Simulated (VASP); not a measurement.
Consider the following.

```xyz
2
Lattice="0.0000 3.1600 3.1600 3.1600 0.0000 3.1600 3.1600 3.1600 0.0000" Properties=species:S:1:pos:R:3 pbc="T T T"
Sn     0.0000     0.0000     0.0000
Te     3.1600     3.1600     3.1600
```

All values below come from vdW-DF2, VASP's PBE PAW potentials (set 64) (plane waves; VASP). Run with 520 eV cut-off, 7×7×7 Γ-centred mesh, Gaussian smearing of 0.050 eV, potentials Sn_d Te.

Energy and stress use the plane-wave basis of the starting cell.

**Question.** The ions, cell shape and volume are relaxed. What does this cell relax into?

**Answer.** 
```xyz
2
Lattice="0.0000 3.3357 3.3357 3.3357 0.0000 3.3357 3.3357 3.3357 0.0000" Properties=species:S:1:pos:R:3 pbc="T T T"
Sn     6.6714     3.3357     3.3357
Te     3.3357     3.3357     3.3357
```
Space group Fm-3m (225), at a tolerance of 0.03 Å.

**Question.** How do energy and volume change from the first to the last step?

**Answer.** The energy (σ→0) changes by -111.8 meV/atom and the volume by +17.6 %, in 5 ionic steps.

The compound is SnTe in the rock salt structure, which distorts at low temperature. This run relaxes it. Symmetry was kept, so distortions that lower it aren't found.
